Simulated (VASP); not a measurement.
Consider the following.

```
CELL_PARAMETERS angstrom
      4.21810     0.00000     0.00000
      0.00000     4.21810     0.00000
      0.00000     0.00000     4.21810
ATOMIC_POSITIONS crystal
  Ba 0.00000 0.00000 0.00000
  Zr 0.50000 0.50000 0.50000
  O  0.50000 0.00000 0.50000
  O  0.00000 0.50000 0.50000
  O  0.50000 0.50000 0.00000
```

Calculation: revTPSS meta-GGA, VASP's PBE PAW potentials (set 64) (plane waves; VASP). Settings: 520 eV cut-off, 5×5×5 Γ-centred mesh, Gaussian smearing of 0.050 eV, potentials Ba_sv Zr_sv O.

Problem. What does the run give for the energy per atom (σ→0)?

Solution. 
```
Quantity                       Result
---------------------  --------------
energy per atom (σ→0)  -2.666 eV/atom
```

The compound is BaZrO3 in the cubic perovskite structure. It was relaxed first. The start is the result of an earlier pass.
